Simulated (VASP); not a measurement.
Input:

```
CELL_PARAMETERS angstrom
      0.00000     3.58450     3.58450
      3.58450     0.00000     3.58450
      3.58450     3.58450     0.00000
ATOMIC_POSITIONS crystal
  Sn 0.00000 0.00000 0.00000
  Te 0.75000 0.75000 0.75000
```

All values below come from r2SCAN meta-GGA, VASP's PBE PAW potentials (set 64) (plane waves; VASP 6.6.1). Run with 400 eV cut-off, 7×7×7 Γ-centred mesh, tetrahedra with Blöchl corrections, potentials Sn_d Te.

Unless said otherwise, spin-orbit coupling is left out, though it shifts the bands of the heavy elements here.

Question: What does the run give for the energy per atom (σ→0), band gap (over mesh and band path) with the smallest direct gap where there is one?

Answer: 
```
Quantity                                                Result
---------------------------------------------  ---------------
band gap (over mesh and band path)                     0.08 eV
smallest direct gap (over mesh and band path)          0.87 eV
energy per atom (σ→0)                          -25.033 eV/atom
```

The structure comes from a computed database's SnTe entry (F-43m); how it stands against other phases isn't given here. It was relaxed first.
